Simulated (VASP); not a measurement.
All values below come from r2SCAN meta-GGA, VASP's PBE PAW potentials (set 64) (plane waves; VASP).

VASP ran on this input.

INCAR:
```
! general
SYSTEM   =  SiC
PREC     =  Accurate
ENCUT    =  520
LREAL    =  .FALSE.
LASPH    =  .TRUE.

! electronic loop
EDIFF    =  1E-6
NELM     =  100
ALGO     =  Normal
LMIXTAU  =  .TRUE.

! smearing
ISMEAR   =  0
SIGMA    =  0.05

! functional
METAGGA  =  R2SCAN

! ions
IBRION   =  2
NSW      =  60
ISIF     =  3
EDIFFG   =  -0.02

! output
LWAVE    =  .FALSE.
LCHARG   =  .FALSE.
```

### KPOINTS
```
Automatic mesh
0
Gamma
8 8 4
0 0 0
```

### POSCAR
```
SiC
1
    1.5385284524    -2.6648092054     0.0000000000
    1.5385284524     2.6648092054     0.0000000000
    0.0000000000     0.0000000000     5.0519806082
Si C
2 2
Direct
  0.6666670000   0.3333330000   0.4996384767
  0.3333330000   0.6666670000   0.9996384767
  0.6666670000   0.3333330000   0.8753615233
  0.3333330000   0.6666670000   0.3753615233
```

POTCAR, in this order: Si C (PBE.64 set). Program: vasp_std.

Output

File OSZICAR:
```
       N       E                     dE             d eps       ncg     rms          rms(c)
DAV:   1     0.285817918164E+02    0.28582E+02   -0.78224E+03   720   0.124E+03
DAV:   2    -0.415210882273E+02   -0.70103E+02   -0.64134E+02  1020   0.198E+02
DAV:   3    -0.446068512898E+02   -0.30858E+01   -0.30708E+01   948   0.422E+01
DAV:   4    -0.446410410929E+02   -0.34190E-01   -0.34169E-01   880   0.522E+00
DAV:   5    -0.446415950697E+02   -0.55398E-03   -0.55389E-03   932   0.636E-01    0.130E+01
DAV:   6    -0.390082338385E+02    0.56334E+01   -0.99028E+00   884   0.212E+01    0.747E+00
DAV:   7    -0.380513893662E+02    0.95684E+00   -0.65538E-01   836   0.700E+00    0.291E+00
DAV:   8    -0.384839840461E+02   -0.43259E+00   -0.96886E-01   856   0.815E+00    0.179E+00
DAV:   9    -0.384274959399E+02    0.56488E-01   -0.25384E-01   808   0.505E+00    0.447E-01
DAV:  10    -0.386278113171E+02   -0.20032E+00   -0.75210E-02   776   0.300E+00    0.392E-01
DAV:  11    -0.386298336503E+02   -0.20223E-02   -0.42304E-03   872   0.677E-01    0.149E-01
DAV:  12    -0.386358076216E+02   -0.59740E-02   -0.45967E-03   772   0.803E-01    0.605E-02
DAV:  13    -0.386370907081E+02   -0.12831E-02   -0.59299E-04   804   0.304E-01    0.573E-02
DAV:  14    -0.386366129486E+02    0.47776E-03   -0.75388E-05   884   0.103E-01    0.424E-02
DAV:  15    -0.386372642092E+02   -0.65126E-03   -0.36841E-04   768   0.221E-01    0.178E-02
DAV:  16    -0.386371677742E+02    0.96435E-04   -0.11537E-05   884   0.453E-02    0.117E-02
DAV:  17    -0.386371777792E+02   -0.10005E-04   -0.33150E-07   536   0.747E-03    0.624E-03
DAV:  18    -0.386371704390E+02    0.73401E-05   -0.48155E-07   416   0.595E-03    0.456E-03
DAV:  19    -0.386371747201E+02   -0.42811E-05   -0.11889E-07   412   0.432E-03    0.297E-03
DAV:  20    -0.386371653588E+02    0.93614E-05   -0.93162E-08   392   0.275E-03    0.101E-03
DAV:  21    -0.386371656592E+02   -0.30042E-06   -0.10333E-08   396   0.105E-03
   1 F= -.38637166E+02 E0= -.38637166E+02  d E =-.386372E+02
       N       E                     dE             d eps       ncg     rms          rms(c)
DAV:   1    -0.386371970345E+02   -0.31676E-04   -0.13754E-02   848   0.108E+00    0.148E-01
DAV:   2    -0.386371721693E+02    0.24865E-04   -0.55224E-04   844   0.198E-01    0.778E-02
DAV:   3    -0.386370800297E+02    0.92140E-04   -0.16612E-04   840   0.953E-02    0.158E-02
DAV:   4    -0.386371318027E+02   -0.51773E-04   -0.46642E-05   760   0.722E-02    0.102E-02
DAV:   5    -0.386370988413E+02    0.32961E-04   -0.16006E-05   756   0.442E-02    0.815E-03
DAV:   6    -0.386371448163E+02   -0.45975E-04   -0.54993E-06   812   0.281E-02    0.333E-03
DAV:   7    -0.386371126301E+02    0.32186E-04   -0.15491E-06   472   0.156E-02    0.126E-03
DAV:   8    -0.386371225603E+02   -0.99302E-05   -0.31333E-07   400   0.656E-03    0.285E-04
DAV:   9    -0.386371212828E+02    0.12775E-05   -0.37553E-08   388   0.174E-03    0.418E-04
DAV:  10    -0.386371213259E+02   -0.43031E-07   -0.62597E-09   384   0.700E-04
   2 F= -.38637121E+02 E0= -.38637121E+02  d E =0.443333E-04
       N       E                     dE             d eps       ncg     rms          rms(c)
DAV:   1    -0.386374045707E+02   -0.28329E-03   -0.37377E-03   844   0.563E-01    0.773E-02
DAV:   2    -0.386373863713E+02    0.18199E-04   -0.15050E-04   844   0.103E-01    0.408E-02
DAV:   3    -0.386373918132E+02   -0.54419E-05   -0.45632E-05   836   0.498E-02    0.830E-03
DAV:   4    -0.386373629465E+02    0.28867E-04   -0.12761E-05   756   0.378E-02    0.534E-03
DAV:   5    -0.386373911382E+02   -0.28192E-04   -0.41819E-06   756   0.226E-02    0.418E-03
DAV:   6    -0.386373647641E+02    0.26374E-04   -0.13250E-06   440   0.144E-02    0.142E-03
DAV:   7    -0.386373870725E+02   -0.22308E-04   -0.48927E-07   388   0.820E-03    0.346E-04
DAV:   8    -0.386373811865E+02    0.58860E-05   -0.48055E-08   384   0.260E-03    0.277E-04
DAV:   9    -0.386373812361E+02   -0.49577E-07   -0.43735E-09   384   0.607E-04
   3 F= -.38637381E+02 E0= -.38637381E+02  d E =-.215577E-03
```

OUTCAR:
```
------------------------ aborting loop because EDIFF is reached ----------------------------------------
  FORCE on cell =-STRESS in cart. coord.  units (eV):
  Direction    XX          YY          ZZ          XY          YZ          ZX
  --------------------------------------------------------------------------------------
  Total        0.0066688      0.0066688     -0.0092649     -0.0000000      0.0000000      0.0000000
  in kB        0.2586259      0.2586258     -0.3593071     -0.0000000      0.0000000      0.0000000
  external PRESSURE =       0.0526482 kB  Pullay stress =       0.0000000 kB
  volume of cell :       41.31
      direct lattice vectors                 reciprocal lattice vectors
     1.537187697 -2.662486949  0.000000000     0.325269322 -0.187794348 -0.000000000
     1.537187697  2.662486949 -0.000000000     0.325269322  0.187794348 -0.000000000
     0.000000000 -0.000000000  5.047084925     0.000000000  0.000000000  0.198134173
  FREE ENERGIE OF THE ION-ELECTRON SYSTEM (eV)
  ---------------------------------------------------
  free  energy   TOTEN  =       -38.6373812361 eV

  energy  without entropy=      -38.6373812361  energy(sigma->0) =      -38.63738124

 reached required accuracy - stopping structural energy minimisation
```
(Selected blocks of OUTCAR.)

**CONTCAR**
```
SiC
   1.00000000000000
     1.5371876966655358   -2.6624869489827812    0.0000000000000000
     1.5371876966655358    2.6624869489827812   -0.0000000000000000
     0.0000000000000000   -0.0000000000000000    5.0470849245750520
  Si              C
     2     2
Direct
     0.6666669999999968    0.3333330000000032    0.4996030278335750
     0.3333330000000032    0.6666669999999968    0.9996030278335750
     0.6666669999999968    0.3333330000000032    0.8753969721664250
     0.3333330000000032    0.6666669999999968    0.3753969721664250
```

The compound is SiC in the wurtzite structure, the rare 2H polytype. This run relaxes it. Symmetry was kept, so distortions that lower it aren't found. The start is the result of an earlier pass.
